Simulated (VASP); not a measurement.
Computed with LDA (Ceperley-Alder, Perdew-Zunger), VASP's LDA PAW potentials (set 64) (plane waves; VASP 6.6.1).

VASP input:

### QPOINTS
```
k-points along high-symmetry lines
13
Line-mode
Cartesian
  0.000000   0.000000   0.000000 ! GAMMA
  0.000000   0.185085   0.000000 ! X

  0.000000   0.185085   0.000000 ! X
  0.046271   0.185085   0.046271 ! U

  0.138814   0.138814   0.000000 ! K
  0.000000   0.000000   0.000000 ! GAMMA

  0.000000   0.000000   0.000000 ! GAMMA
  0.092542   0.092542   0.092542 ! L

  0.092542   0.092542   0.092542 ! L
  0.092542   0.185085   0.000000 ! W

  0.092542   0.185085   0.000000 ! W
  0.000000   0.185085   0.000000 ! X
```

KPOINTS:
```
Automatic mesh
0
Gamma
2 2 2
0 0 0
```

File POSCAR:
```
Si
1
    0.0000000000     8.1043960734     8.1043960734
    8.1043960734     0.0000000000     8.1043960734
    8.1043960734     8.1043960734     0.0000000000
Si
54
Direct
  0.0000000000   0.0000000000   0.0000000000
  0.0000000000   0.0000000000   0.3333333333
  0.0000000000   0.0000000000   0.6666666667
  0.0000000000   0.3333333333   0.0000000000
  0.0000000000   0.3333333333   0.3333333333
  0.0000000000   0.3333333333   0.6666666667
  0.0000000000   0.6666666667   0.0000000000
  0.0000000000   0.6666666667   0.3333333333
  0.0000000000   0.6666666667   0.6666666667
  0.3333333333   0.0000000000   0.0000000000
  0.3333333333   0.0000000000   0.3333333333
  0.3333333333   0.0000000000   0.6666666667
  0.3333333333   0.3333333333   0.0000000000
  0.3333333333   0.3333333333   0.3333333333
  0.3333333333   0.3333333333   0.6666666667
  0.3333333333   0.6666666667   0.0000000000
  0.3333333333   0.6666666667   0.3333333333
  0.3333333333   0.6666666667   0.6666666667
  0.6666666667   0.0000000000   0.0000000000
  0.6666666667   0.0000000000   0.3333333333
  0.6666666667   0.0000000000   0.6666666667
  0.6666666667   0.3333333333   0.0000000000
  0.6666666667   0.3333333333   0.3333333333
  0.6666666667   0.3333333333   0.6666666667
  0.6666666667   0.6666666667   0.0000000000
  0.6666666667   0.6666666667   0.3333333333
  0.6666666667   0.6666666667   0.6666666667
  0.0833333333   0.0833333333   0.0833333333
  0.0833333333   0.0833333333   0.4166666667
  0.0833333333   0.0833333333   0.7500000000
  0.0833333333   0.4166666667   0.0833333333
  0.0833333333   0.4166666667   0.4166666667
  0.0833333333   0.4166666667   0.7500000000
  0.0833333333   0.7500000000   0.0833333333
  0.0833333333   0.7500000000   0.4166666667
  0.0833333333   0.7500000000   0.7500000000
  0.4166666667   0.0833333333   0.0833333333
  0.4166666667   0.0833333333   0.4166666667
  0.4166666667   0.0833333333   0.7500000000
  0.4166666667   0.4166666667   0.0833333333
  0.4166666667   0.4166666667   0.4166666667
  0.4166666667   0.4166666667   0.7500000000
  0.4166666667   0.7500000000   0.0833333333
  0.4166666667   0.7500000000   0.4166666667
  0.4166666667   0.7500000000   0.7500000000
  0.7500000000   0.0833333333   0.0833333333
  0.7500000000   0.0833333333   0.4166666667
  0.7500000000   0.0833333333   0.7500000000
  0.7500000000   0.4166666667   0.0833333333
  0.7500000000   0.4166666667   0.4166666667
  0.7500000000   0.4166666667   0.7500000000
  0.7500000000   0.7500000000   0.0833333333
  0.7500000000   0.7500000000   0.4166666667
  0.7500000000   0.7500000000   0.7500000000
```

**INCAR**
```
ALGO=Normal
EDIFF=1E-7
ENCUT=400
IBRION=6
ISIF=2
ISMEAR=0
LASPH=.True.
LCHARG=.False.
LPHON_DISPERSION=.True.
LREAL=.False.
LWAVE=.False.
NELM=100
NFREE=2
NSW=1
POTIM=0.015
PREC=Accurate
SIGMA=0.05
SYSTEM=Si
```

POTCAR, in this order: Si (LDA.64 set). Program: vasp_std.

The run wrote:

File OSZICAR:
```
       N       E                     dE             d eps       ncg     rms          rms(c)
DAV:   1     0.477788663795E+03    0.47779E+03   -0.70902E+04   816   0.107E+03
DAV:   2    -0.272569934779E+03   -0.75036E+03   -0.71607E+03   976   0.174E+02
DAV:   3    -0.327138333873E+03   -0.54568E+02   -0.53776E+02  1000   0.426E+01
DAV:   4    -0.328555155243E+03   -0.14168E+01   -0.14088E+01   992   0.842E+00
DAV:   5    -0.328606186102E+03   -0.51031E-01   -0.50913E-01  1016   0.143E+00    0.266E+01
DAV:   6    -0.323450024702E+03    0.51562E+01   -0.30081E+00   920   0.290E+00    0.161E+01
DAV:   7    -0.321125421255E+03    0.23246E+01   -0.60830E+00   912   0.411E+00    0.113E+00
DAV:   8    -0.321121650324E+03    0.37709E-02   -0.40166E-01   904   0.132E+00    0.320E-01
DAV:   9    -0.321119721160E+03    0.19292E-02   -0.10663E-02  1000   0.206E-01    0.306E-01
DAV:  10    -0.321120027723E+03   -0.30656E-03   -0.42249E-04   936   0.484E-02    0.131E-01
DAV:  11    -0.321120095614E+03   -0.67891E-04   -0.20662E-04   920   0.309E-02    0.310E-02
DAV:  12    -0.321120096425E+03   -0.81108E-06   -0.58628E-06  1008   0.598E-03    0.168E-02
DAV:  13    -0.321120096663E+03   -0.23858E-06   -0.13173E-06   944   0.213E-03    0.108E-02
DAV:  14    -0.321120096585E+03    0.78271E-07   -0.17198E-07   584   0.849E-04
   1 F= -.32112010E+03 E0= -.32112010E+03  d E =-.916508E-14
 Found     1 degrees of freedom:
       N       E                     dE             d eps       ncg     rms          rms(c)
DAV:   1    -0.321118365868E+03    0.17308E-02   -0.55172E-02  1432   0.436E-01    0.128E-01
DAV:   2    -0.321118617305E+03   -0.25144E-03   -0.31589E-03  1664   0.112E-01    0.420E-02
DAV:   3    -0.321118584161E+03    0.33144E-04   -0.10700E-04  1600   0.228E-02    0.240E-02
DAV:   4    -0.321118576337E+03    0.78240E-05   -0.44671E-05  1608   0.120E-02    0.735E-03
DAV:   5    -0.321118576397E+03   -0.60267E-07   -0.51186E-06  1632   0.476E-03    0.581E-03
DAV:   6    -0.321118576405E+03   -0.76398E-08   -0.35025E-07  1376   0.128E-03
   2 F= -.32111858E+03 E0= -.32111858E+03  d E =-.379509E-13
       N       E                     dE             d eps       ncg     rms          rms(c)
DAV:   1    -0.321117989683E+03    0.58671E-03   -0.17993E-01  1408   0.736E-01    0.235E-01
DAV:   2    -0.321118718603E+03   -0.72892E-03   -0.10161E-02  1664   0.202E-01    0.814E-02
DAV:   3    -0.321118597204E+03    0.12140E-03   -0.42521E-04  1576   0.438E-02    0.434E-02
DAV:   4    -0.321118576767E+03    0.20437E-04   -0.14348E-04  1608   0.217E-02    0.153E-02
DAV:   5    -0.321118576557E+03    0.21041E-06   -0.12048E-05  1664   0.760E-03    0.103E-02
DAV:   6    -0.321118576493E+03    0.63930E-07   -0.11036E-06  1672   0.217E-03    0.497E-03
DAV:   7    -0.321118576359E+03    0.13412E-06   -0.38162E-07  1424   0.118E-03    0.227E-03
DAV:   8    -0.321118576362E+03   -0.35398E-08   -0.12832E-07  1016   0.665E-04
   3 F= -.32111858E+03 E0= -.32111858E+03  d E =-.317806E-13
```

**OUTCAR**
```
------------------------ aborting loop because EDIFF is reached ----------------------------------------
  FORCE on cell =-STRESS in cart. coord.  units (eV):
  Direction    XX          YY          ZZ          XY          YZ          ZX
  --------------------------------------------------------------------------------------
  Total        0.4236011      0.4277979      0.4277979     -0.0000000     -0.1471318      0.0000000
  in kB        0.6374935      0.6438094      0.6438094     -0.0000000     -0.2214243      0.0000000
  external PRESSURE =       0.6417041 kB  Pullay stress =       0.0000000 kB
  volume of cell :     1064.61
      direct lattice vectors                 reciprocal lattice vectors
     0.000000000  8.104396073  8.104396073    -0.061694912  0.061694912  0.061694912
     8.104396073  0.000000000  8.104396073     0.061694912 -0.061694912  0.061694912
     8.104396073  8.104396073  0.000000000     0.061694912  0.061694912 -0.061694912
 POSITION                                       TOTAL-FORCE (eV/Angst)
 -----------------------------------------------------------------------------------
     -0.01500      0.00000      0.00000         0.203031      0.000000      0.000000
      2.70147      2.70147      0.00000        -0.002824     -0.003426     -0.001101
      5.40293      5.40293      0.00000        -0.002829     -0.003427      0.001143
      2.70147      0.00000      2.70147        -0.002824     -0.001101     -0.003426
      5.40293      2.70147      2.70147        -0.000510     -0.000645     -0.000645
      8.10440      5.40293      2.70147         0.007980      0.001153     -0.001153
      5.40293      0.00000      5.40293        -0.002829      0.001143     -0.003427
      8.10440      2.70147      5.40293         0.007980     -0.001153      0.001153
     10.80586      5.40293      5.40293        -0.000498     -0.000665     -0.000665
      0.00000      2.70147      2.70147         0.007963      0.001093      0.001093
      2.70147      5.40293      2.70147        -0.000488     -0.000664      0.000664
      5.40293      8.10440      2.70147        -0.002829     -0.001143      0.003427
      2.70147      2.70147      5.40293        -0.000488      0.000664     -0.000664
      5.40293      5.40293      5.40293        -0.000510      0.000645      0.000645
      8.10440      8.10440      5.40293        -0.000583     -0.000001     -0.000008
      5.40293      2.70147      8.10440        -0.002829      0.003427     -0.001143
      8.10440      5.40293      8.10440        -0.000583     -0.000008     -0.000001
     10.80586      8.10440      8.10440        -0.000476      0.000000      0.000000
      0.00000      5.40293      5.40293         0.007963     -0.001093     -0.001093
      2.70147      8.10440      5.40293        -0.002824      0.001101      0.003426
      5.40293     10.80586      5.40293        -0.000506     -0.000649      0.000649
      2.70147      5.40293      8.10440        -0.002824      0.003426      0.001101
      5.40293      8.10440      8.10440        -0.000492      0.000000      0.000000
      8.10440     10.80586      8.10440        -0.000583      0.000008      0.000001
      5.40293      5.40293     10.80586        -0.000506      0.000649     -0.000649
      8.10440      8.10440     10.80586        -0.000583      0.000001      0.000008
     10.80586     10.80586     10.80586        -0.000498      0.000665      0.000665
      1.35073      1.35073      1.35073        -0.050146     -0.033650     -0.033650
      4.05220      4.05220      1.35073        -0.000457     -0.000164     -0.000015
      6.75366      6.75366      1.35073        -0.050845     -0.035026      0.035026
      4.05220      1.35073      4.05220        -0.000457     -0.000015     -0.000164
      6.75366      4.05220      4.05220        -0.005016      0.000000      0.000000
      9.45513      6.75366      4.05220         0.000823      0.000962      0.000662
      6.75366      1.35073      6.75366        -0.050845      0.035026     -0.035026
      9.45513      4.05220      6.75366         0.000823      0.000662      0.000962
     12.15659      6.75366      6.75366         0.000034      0.000650      0.000650
      1.35073      4.05220      4.05220        -0.004980     -0.000000     -0.000000
      4.05220      6.75366      4.05220        -0.000457      0.000015      0.000164
      6.75366      9.45513      4.05220         0.000805      0.000979     -0.000664
      4.05220      4.05220      6.75366        -0.000457      0.000164      0.000015
      6.75366      6.75366      6.75366         0.000427      0.000078      0.000078
      9.45513      9.45513      6.75366         0.000410      0.000062     -0.000062
      6.75366      4.05220      9.45513         0.000805     -0.000664      0.000979
      9.45513      6.75366      9.45513         0.000410     -0.000062      0.000062
     12.15659      9.45513      9.45513         0.000034     -0.000650     -0.000650
      1.35073      6.75366      6.75366        -0.050146      0.033650      0.033650
      4.05220      9.45513      6.75366         0.000039      0.000679     -0.000679
      6.75366     12.15659      6.75366         0.000805      0.000664     -0.000979
      4.05220      6.75366      9.45513         0.000039     -0.000679      0.000679
      6.75366      9.45513      9.45513         0.000427     -0.000078     -0.000078
      9.45513     12.15659      9.45513         0.000823     -0.000662     -0.000962
      6.75366      6.75366     12.15659         0.000805     -0.000979      0.000664
      9.45513      9.45513     12.15659         0.000823     -0.000962     -0.000662
     12.15659     12.15659     12.15659         0.000477      0.000000      0.000000
 -----------------------------------------------------------------------------------
    total drift:                                0.000021      0.000000      0.000000
  FREE ENERGIE OF THE ION-ELECTRON SYSTEM (eV)
  ---------------------------------------------------
  free  energy   TOTEN  =      -321.1185763622 eV

  energy  without entropy=     -321.1185763622  energy(sigma->0) =     -321.11857636
```
(Selected blocks of OUTCAR.)

The cell is a supercell, built from Si (diamond).
